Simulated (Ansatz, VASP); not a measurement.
Two plane-wave programs on Sn3P2

```
Sn P
1.0
     3.58571    2.07021    6.10811
    -3.58571    2.07021    6.10811
     0.00000   -4.14043    6.10811
Sn P
6 4
Direct
  0.03529 0.46471 0.75000
  0.75000 0.03529 0.46471
  0.46471 0.75000 0.03529
  0.96471 0.53529 0.25000
  0.25000 0.96471 0.53529
  0.53529 0.25000 0.96471
  0.85842 0.85842 0.85842
  0.64158 0.64158 0.64158
  0.14158 0.14158 0.14158
  0.35842 0.35842 0.35842
```

Alike in both runs: functional PBE; k mesh 3 × 3 × 3; occupations gaussian, width 0.1 eV; no spin polarisation.

Ansatz relaxed the structure, and its values are those at the end. VASP's run is a single point on that final structure, the one shown.

|  | VASP | Ansatz |
| --- | --- | --- |
| version | VASP 6.6.1 | Ansatz 0.2.0 |
| potentials or method | VASP PAW PBE potentials, release 64 (Sn_d, P) | scalar-relativistic, plane waves, PAW |
| plane-wave cutoff (eV) | 520 | 420 |
| valence electrons in the cell | 104 | 104 |

|  | VASP | Ansatz | Ansatz less VASP |
| --- | --- | --- | --- |
| gap on the k mesh at the Fermi level (eV) | none | none | - |
| pressure (GPa) | -0.2 | -0.1 | +0.07 |
| rms of the force components (eV/Å) | 0.011 | 0.010 | -0.0010 |

A gap of «none» marks a metal or a gap that the smearing closes.
